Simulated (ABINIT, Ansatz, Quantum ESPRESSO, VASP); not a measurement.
BeAl3: programs and potentials compared

```
Al Be
1.0
    -1.94219    1.94219    3.85189
     1.94219   -1.94219    3.85189
     1.94219    1.94219   -3.85189
Al Be
3 1
Direct
  0.50000 0.50000 0.00000
  0.25000 0.75000 0.50000
  0.75000 0.25000 0.50000
  0.00000 0.00000 0.00000
```

The cell comes from a database or a generator and needn't be the stable form of this composition.

Alike in all runs: task single point; functional PBE; k mesh 10 × 10 × 10; occupations fermi-dirac, width 0.05 eV; no spin polarisation; no spin-orbit coupling. Pressure is positive in compression and, in plane waves, holds the error of the finite cutoff, which Ansatz's Pulay term estimates and takes out.

```tsv
program and potentials	plane-wave cutoff (eV)	notes	band gap (eV)	pressure (GPa)
Ansatz, Ansatz PAW	420	2.75 valence electrons an atom on average; Pulay term of +0.06 GPa included	no gap	0.67
Quantum ESPRESSO, SSSP 1.3 efficiency PBE	748	3.25 valence electrons an atom on average	no gap	0.68
ABINIT, JTH PAW PBE v2.0	517	3.25 valence electrons an atom on average	no gap	0.54
VASP, PBE PAW files Al, Be, 520 eV	520	2.75 valence electrons an atom on average	no gap	0.66
```

None finds a gap. The pressure spans 0.54 (ABINIT, JTH PAW PBE v2.0) to 0.68 GPa (Quantum ESPRESSO, SSSP 1.3 efficiency PBE).

The functional is the same throughout but for its coding, so the spread measures potentials, basis and numerics; runs on potential files found faulty are left out.
